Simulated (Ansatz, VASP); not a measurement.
# SnTe in two plane-wave programs, part 2 of 2

Wanted: the spread between two codes on one cell, functional and k mesh. The cell is taken from a series of runs on this material, whose earlier steps may have relaxed, scaled, displaced or heated it; both programs get it as it stands.

VASP 6.6.1 and Ansatz 0.2.0.

So far: The starting structure; VASP: zone-centre phonons, PBEsol.

## 3. Ansatz: zone-centre phonons, PBEsol

Level of this step: Ansatz beside VASP: Kohn-Sham DFT, plane waves, PBEsol (Ansatz).

Ansatz runs on its PAW soft_1 files.

The same cell, functional, mesh and smearing now go to Ansatz, which takes its cutoff from its data sets.

Input file input.yaml:

```yaml
crystal:
  lattice:
    - [0.0, 3.1755723605, 3.1430826425]
    - [3.1755723605, 0.0, 3.1430826425]
    - [3.1755723605, 3.1755723605, 0.0]
  atoms:
    - { symbol: Sn, position: [0.0, 0.0, 0.0] }
    - { symbol: Te, position: [0.5, 0.5, 0.5] }
kpoints:
  mp_grid: { grid: [12, 12, 12] }
hamiltonian:
  xc: pbesol
  pseudopotentials: { kind: paw, azcp: { folder: soft_1 }, xc_functional: pbe }
scf:
  occupations: { method: gaussian, width: 0.01 }
output:
  eigenvalues: true
phonons:
  method: dfpt
```

Run with:

```bash
> ansatz run input.yaml --threads 4 --pin off --max-ram 10240MiB --backend cpu --events-out ev --progress --plain --runs-dir out
```

Numbers of over 12 decimals in the logs are rounded to 6 here.

Log:

```text
zone centre: on kpoints.mp_grid the ground state, and the responses unless they are solved on pairs of k-points, stand on 280 of the mesh's 1728 k-points, reduced under 8 symmetry operations, with k and −k counted as one. Each operation leaves every solved displacement unchanged or reverses it
Engine: ansatz 0.2.0, x86_64-unknown-linux-gnu
Pseudopotentials: kind: paw
Pseudopotential: Sn, paw, valence charge 14, recommended cutoff 420 eV (normal), soft_1/Sn.paw.azcp
Pseudopotential: Te, paw, valence charge 16, recommended cutoff 420 eV (normal), soft_1/Te.paw.azcp
Functional definition: PBEsol
  exchange = pbesol_x
  correlation = pbesol_c
Crystal: 2 atoms, lattice volume = 63.391 Å³
Basis set: ecut = 420 eV, 1243 PW (Γ), exchange–correlation on 64×64×64 points (8 copies of the dense FFT grid, shifted against one another)
Bands: 19, of which v1, the nominal top of the filled ones, is band 15 counted from 1 (14 counted from 0)
Symmetry: 16 space group operations
k-points: 280 of 1728 (irreducible under 8 space group operations)
Non-local potential: Sn, projectors of the file, l = 0: 2, l = 1: 2, l = 2: 2, l = 3: 1
Non-local potential: Te, projectors of the file, l = 0: 2, l = 1: 2, l = 2: 2, l = 3: 1
PAW form: soft (Blöchl's): semilocal exchange-correlation on the pseudo side does not see the compensation charge
PAW frozen core: Sn, regenerated for the run's functional, and the local potential with it (the file was generated under x = pbe(κ = 0.804, μ = 0.219515), c = pbe(β = 0.066725))
PAW frozen core: Te, regenerated for the run's functional, and the local potential with it (the file was generated under x = pbe(κ = 0.804, μ = 0.219515), c = pbe(β = 0.066725))
PAW one-centre angular grid: Sn, 590 points (default); XC on 64 Gauss nodes
PAW one-centre angular grid: Te, 590 points (default); XC on 64 Gauss nodes
Initial density: superposition of atomic densities (chi_scale 0.1, normalization cell, long waves kept (reshape's long-wave potential 0.00 eV rms))
Initial wavefunctions: pseudopotential atomic-orbital guess
Functional: x = pbesol(κ = 0.804, μ = 0.123457), c = pbesol(β = 0.046)
SCF iter   1: F=—  HF=-12852.009645 eV  |F-HF|=—  |Δ(HF+E_count)|=         —  Δρ=1.07e-2  dr2=7.56e-2  ethr=3.10e-3  ⟨swp⟩=7.7  Hψ=30953  notcnv=0
preconditioner: auto → none  [insulator: Δε(μ)=0.118 eV  Ē_g=8.609 eV  σ=0.010 eV  W_gap=1.00  n_scr=14 (ndim 8)  ℏωp=14.7 eV  f_vac=0.000  D(μ)=0.00/eV (n_scr^D=0)  ε∞_Penn≈3.9]
SCF iter   2: F=—  HF=-12852.002964 eV  |F-HF|=—  |Δ(HF+E_count)|=   6.68e-3  Δρ=5.37e-3  dr2=1.99e-2  ethr=2.52e-4  ⟨swp⟩=2.0  Hψ=8682  notcnv=0
SCF iter   3: F=—  HF=-12852.002576 eV  |F-HF|=—  |Δ(HF+E_count)|=   3.87e-4  Δρ=4.10e-4  dr2=4.20e-5  ethr=6.63e-5  ⟨swp⟩=3.2  Hψ=10003  notcnv=0
SCF iter   4: F=—  HF=-12852.002591 eV  |F-HF|=—  |Δ(HF+E_count)|=   1.50e-5  Δρ=1.11e-4  dr2=6.96e-6  ethr=1.40e-7  ⟨swp⟩=2.1  Hψ=10359  notcnv=0
SCF iter   5: F=—  HF=-12852.002587 eV  |F-HF|=—  |Δ(HF+E_count)|=   4.92e-6  Δρ=2.20e-5  dr2=8.29e-8  ethr=2.32e-8  ⟨swp⟩=2.0  Hψ=9520  notcnv=0
SCF iter   6: F=—  HF=-12852.002587 eV  |F-HF|=—  |Δ(HF+E_count)|=   3.11e-7  Δρ=5.75e-6  dr2=1.13e-8  ethr=2.76e-10  ⟨swp⟩=2.0  Hψ=9520  notcnv=0
SCF iter   7: F=—  HF=-12852.002587 eV  |F-HF|=—  |Δ(HF+E_count)|=   6.92e-9  Δρ=1.05e-6  dr2=4.85e-10  ethr=3.77e-11  ⟨swp⟩=2.0  Hψ=9520  notcnv=0
SCF iter   8: F=-12852.002587 eV  HF=-12852.002587 eV  |F-HF|=0.00e0  |Δ(HF+E_count)|=  1.55e-10  Δρ=1.41e-7  dr2=7.54e-12  ethr=1.00e-12  ⟨swp⟩=5.5  Hψ=30755  notcnv=0
SCF 1 converged in 8 iterations: F = -12852.002587 eV  dr2 = 7.54e-12
  greatest PAW one-centre occupation: 0.998 electrons in one spin orbital (limit 2), on the Te atom at site 1 (counted from 0), in its partial waves of l = 2
DFPT response loops at Γ: preconditioner auto → Resta (q_TF=auto, 2.408 Å⁻¹)  ε∞=23.5 (no band partly filled); β = 1.00, the filter's whole step (`scf.mixing.beta` (0.50) is not read by the response loops at its default; to damp them type it under 1.00, their step now; it binds the ground state too); Broyden in place of MSR1
SCF converged after 8 iterations
Free energy (F): -12852.002587 eV
Harris-Foulkes:  -12852.002587 eV  (|F-HF|=0.00e0)
Internal energy: -12852.002587 eV  (E = F + TS)
E sigma→0 (E₀):  -12852.002587 eV
Fermi energy:    9.359053 eV
--- Per-component energies (eV) ---
  E_band       = -361.154945
  E_kinetic    = 338.874469
  E_local      = -2704.481240  (includes V_loc(G=0)·N_el)
  E_nonlocal   = 215.461472
  E_hartree    = 1344.559707
  E_xc         = -246.169161
  E_vxc        = -182.067658  (∫ρ·V_xc dr)
  E_paw        = -8888.328813  (= ΣΔE_a)
  E_vpaw       = -718.061928  (= ΣTr[D̂ρ^β])
  E_aug_tail   = 0.000380  (compensation charges beyond the density's cutoff)
  E_ewald      = -2912.579051
  E_core_change = 0.659651  (= ΣΔE_core)
  E_smearing   = -0.000000  (= −TS)
  E_closure    = 0.000000  (closes the sum)
  Σ components = -12852.002587   (vs F -12852.002587, Δ=0.00e0)
--- Band table (eV; the first three rows and the last of 280) ---
  k-point 0: bands = [... 11 lower, 4.5804, 7.1792, 7.2917, 7.2917, 12.5737, 12.5737, 12.8236, 14.0882]
  k-point 1: bands = [... 11 lower, 4.2520, 7.2222, 7.2985, 7.4964, 12.2468, 12.2479, 12.4802, 14.0403]
  k-point 2: bands = [... 11 lower, 3.5201, 7.2688, 7.3233, 7.9486, 11.5691, 11.5712, 11.7756, 14.0702]
  k-point 279: bands = [... 11 lower, 2.8302, 3.8325, 5.6538, 5.6538, 11.4892, 14.1698, 14.1698, 15.7228]
--- Phonons (Γ-DFPT): 4 representative perturbations + reference, on 280 of 1728 k-points (Σ response iterations 12) ---
  k mesh reduced under 8 symmetry operations, with k and −k counted as one. Each operation leaves every solved displacement unchanged or reverses it
  ASR residual: 9.156e-5 → 0.000e0 eV/Å²; symmetrization residual: 3.388e-6 eV/Å²
  ASR residual per site (eV/Å²): 6.02e-5 9.16e-5
  Γ frequencies (cm⁻¹): -24.16 -24.16 0.00 0.00 0.00 18.01
  non-analytic LO–TO correction: not included (Born effective charges unavailable; polar crystals: no LO–TO splitting at Γ)
```

In the SCF lines HF is the Harris–Foulkes energy and dr2 the Hartree energy of the density residual, in eV; the loop may stop once dr2 is under the threshold and the program's other checks hold. Hψ counts applications of the Hamiltonian.

## 4. Differences

Known differences besides the potentials themselves: the data sets hold 30 valence electrons in Ansatz (on its PAW soft_1 files) and 20 in VASP; the cutoff is 420 eV in Ansatz and 500 eV in VASP; Ansatz makes its cores anew for this functional, VASP keeps those of its PBE data sets. Total energies have different zeros and are not compared.

Both answers:

| quantity | Ansatz | VASP | difference |
| --- | --- | --- | --- |
| optical mode 1 to 2 (imaginary, printed as negative) (cm⁻¹) | -24.2 | -20.1 | -4.0 |
| optical mode 3 (cm⁻¹) | 18.0 | 22.7 | -4.7 |

Modes are paired by rising frequency, not by their patterns, so a pair may set unlike modes beside each other; they are those without the splitting of longitudinal modes.

## 5. Outcome

```
r.m.s. difference of the optical zone-centre modes, each program's sorted by frequency (zone-centre phonons, PBEsol) : 4.3 cm⁻¹
```

In words: The r.m.s. difference of the optical zone-centre modes, each program's sorted by frequency is 4.3 cm⁻¹ (zone-centre phonons, PBEsol). The data sets hold unlike numbers of valence electrons (30 in Ansatz and 20 in VASP), so part of the differences comes from the potentials. How closely two codes agree says nothing of how well the functional describes the real material.

[Lines on the potential files, build, host, timing and source positions are cut from VASP's logs without a mark.]

[Logs are printed without paths, hosts, clocks, repeated set-up lines and the standing remarks that a program may print on its own settings, such as how far it seeks lower states.]

[Hosts, paths, dates, database ids (printed as entryN), source tags and the programs' standing remarks are cut or masked in the printed files.]
